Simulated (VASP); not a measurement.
Input:

```
TiSe2
1.0
    1.73982    -3.01345     0.00000
    1.73982     3.01345     0.00000
    0.00000     0.00000     5.90439
Ti Se
1 2
Direct
  0.00000   0.00000   0.00000
  0.33333   0.66667   0.26168
  0.66667   0.33333   0.73832
```

Computed with PBEsol GGA, VASP's PBE PAW potentials (set 64) (plane waves; VASP 6.6.1). Run with 500 eV cut-off, 10×10×5 Γ-centred mesh, first-order Methfessel-Paxton smearing of 0.10 eV, potentials Ti_sv Se.

Without a dispersion term in the relaxation, distances and binding between the weakly bound layers, chains or molecules are unreliable, and so is what depends on them.

Question: Estimate the energy per atom (σ→0), band gap (on the k-mesh) with the smallest direct gap where there is one.

Answer: 
| Item | Value |
|---|---|
| band gap (on the k-mesh) | none (metal, semimetal or under 0.01 eV) |
| energy per atom (σ→0) | -6.488 eV/atom |

Total energies compare only between runs with the same potentials, cut-off and functional.

The compound is TiSe2 in the 1T layered structure. It was relaxed first, which changed the volume by -5 %.
